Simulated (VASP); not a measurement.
# Hf2Pd2Se2Br2O3: single point with PBE

The system is Hf2Pd2Se2Br2O3.

```
Hf Pd Se Br O
1.0
     7.67722   -1.70971    0.00000
     7.67722    1.70971    0.00000
    -3.99941    0.00000   12.58754
Hf Pd Se Br O
2 2 2 2 3
Cartesian
  -2.9113 0.0000 11.8142
  3.1781 0.0000 9.0241
  10.6418 0.0000 6.1724
  9.3695 0.0000 3.2341
  0.5754 0.0000 1.9429
  1.5781 0.0000 5.1861
  2.5312 0.0000 12.0186
  8.7231 0.0000 8.9811
  3.8731 0.0000 7.2848
  5.7273 0.0000 11.6684
  11.7666 0.0000 9.7970
```

The cell was built by a generator and needn't be a form met in nature.

```
Program                : VASP 6.6.1
Task                   : single point
Functional             : PBE
Potentials or basis    : VASP PAW PBE potentials, release 64 (Hf_pv, Pd, Se, Br, O)
Cutoff                 : 520 eV
k mesh                 : 8 × 8 × 2
Occupations            : fermi-dirac, width 0.05 eV
Spin                   : no spin polarisation
Further INCAR settings : ALGO = Normal; EDIFF = 1e-07; NBANDS = 53
```

```yaml
Pressure: -0.4 GPa
Largest_force: 0.143 eV/Å
Band_gap_on_the_k_mesh: 0.83 eV, indirect (least direct gap 0.87 eV)
```

Forces in eV/Å, atoms in the order of the input:
```
Hf   0.048  0.000 -0.110
Hf   0.101  0.000 -0.006
Pd   0.032  0.000  0.012
Pd   0.023  0.000  0.004
Se  -0.010  0.000 -0.031
Se  -0.023  0.000  0.003
Br   0.054  0.000 -0.026
Br   0.055  0.000  0.001
O   -0.064  0.000  0.096
O   -0.140  0.000  0.026
O   -0.075  0.000  0.031
```

Stress tensor (GPa, compression positive):
```
-0.29  0.00 -0.03
 0.00 -0.46  0.00
-0.03  0.00 -0.34
```

Levels at points of the mesh, in eV from the valence-band top:
```
           k point  band 39  band 40  band 41  band 42  band 43  band 44  band 45  band 46
(0.00, 0.00, 0.00)    -0.99    -0.61    -0.30    -0.07     1.25     2.11     2.60     2.93
(0.50, 0.00, 0.00)    -0.90    -0.79    -0.61    -0.41     1.35     1.87     2.77     2.85
(0.50, 0.50, 0.00)    -0.93    -0.62    -0.28    -0.15     1.27     2.11     2.54     3.05
(0.00, 0.00, 0.50)    -0.93    -0.61    -0.27    -0.17     1.27     2.10     2.54     2.95
(0.50, 0.00, 0.50)    -0.90    -0.79    -0.61    -0.41     1.35     1.88     2.75     2.86
(0.50, 0.50, 0.50)    -0.99    -0.62    -0.30    -0.08     1.25     2.12     2.60     3.01
```

Run time: 9.3 min on 4 MPI ranks on Intel(R) Xeon(R) Platinum 8259CL CPU @ 2.50GHz (Skylake/Cascade Lake) (shared host), peak memory 1.2 GiB a rank.

Caveat: spin-orbit coupling is left out, which moves the levels of the heavy elements. As with any semilocal functional, this PBE gap is likely too small.
